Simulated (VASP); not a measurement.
Energy against volume of La₂O₃ (a-type). Level of theory: optB88-vdW, VASP's PBE PAW potentials (set 64) (plane waves; VASP). Settings: 520 eV cut-off, 7×7×4 Γ-centred mesh, Gaussian smearing of 0.050 eV, potentials La O.

Shape and ions are relaxed at each volume.

| V (Å³/atom) | E (eV/atom) |
|---|---|
| 15.951 | -6.63985 |
| 16.444 | -6.64626 |
| 16.937 | -6.64189 |
| 17.430 | -6.62824 |

Problem. Fit these four points and predict the energy of the run at 15.457 Å³/atom.

Solution. A cubic in V^(−2/3), the third-order Birch-Murnaghan form, passes through the four points with V0 = 16.48 Å³/atom and B0 = 116 GPa, and gives -6.6209 eV/atom there. The run gave -6.6213 eV/atom, -0.5 meV/atom from the fit; all five points give B0 = 115 GPa.

The compound is La2O3 in the a-type structure. It was relaxed first.
